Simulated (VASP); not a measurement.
Here is a VASP 6.6.1 calculation.

Contents of INCAR:

```
  ALGO = Fast
  EDIFF = 1E-4
  EDIFFG = -0.08
  ENCUT = 520
  GGA = PE
  IBRION = 2
  ISIF = 3
  ISMEAR = 0
  LASPH = True
  LCHARG = False
  LREAL = False
  LWAVE = False
  NELM = 60
  NSW = 24
  PREC = Normal
  SIGMA = 0.15
```

Contents of KPOINTS:

```
k-points
0
Gamma
  6 6 6
```

Contents of POSCAR:

```
InGaO2
1.0
    1.5650000000      0.9035531700      6.5000000000
   -1.5650000000      0.9035531700      6.5000000000
    0.0000000000     -1.8071063400      6.5000000000
In Ga O
1 1 2
Direct
    0.5000000000      0.5000000000      0.5000000000
    0.0000000000      0.0000000000      0.0000000000
    0.7150000000      0.7150000000      0.7150000000
    0.2850000000      0.2850000000      0.2850000000
```

Potentials or basis: VASP PAW PBE potentials, release 64 (In_d, Ga_d, O).

Command:

```bash
$ cat potpaw_PBE.64/In_d/POTCAR potpaw_PBE.64/Ga_d/POTCAR potpaw_PBE.64/O/POTCAR > POTCAR
$ mpirun -np 1 vasp_std > vasp.out
```

Q: What does it give for the relaxed volume?

A: 13.05 Å³/atom.

Q: What does it give for the band gap on the k mesh?

A: None (metal or under the smearing width).

Q: Predict the space group after relaxing (to 0.05 Å).

A: R-3m (No. 166).

The path:
| step | energy change (eV) | largest force (eV/Å) | pressure (GPa) | volume (Å³) |
| --- | --- | --- | --- | --- |
| 1 | 0.0000 | 1.2056 | -2.12 | 55.15 |
| 2 | -0.1376 | 0.4956 | -1.44 | 53.70 |
| 3 | -0.1658 | 0.1006 | -1.42 | 52.90 |
| 4 | -0.1672 | 0.0270 | -1.23 | 52.65 |
| 5 | -0.1672 | 0.0223 | -1.34 | 52.70 |
| 6 | -0.1690 | 0.0933 | 0.55 | 51.70 |
| 7 | -0.1701 | 0.0447 | 0.34 | 52.18 |

Caveat: the k mesh is coarse (spacing up to 0.39 Å⁻¹), so the values aren't converged; the relaxation stopped at a loose force limit of 0.08 eV/Å, so its end isn't a converged minimum.
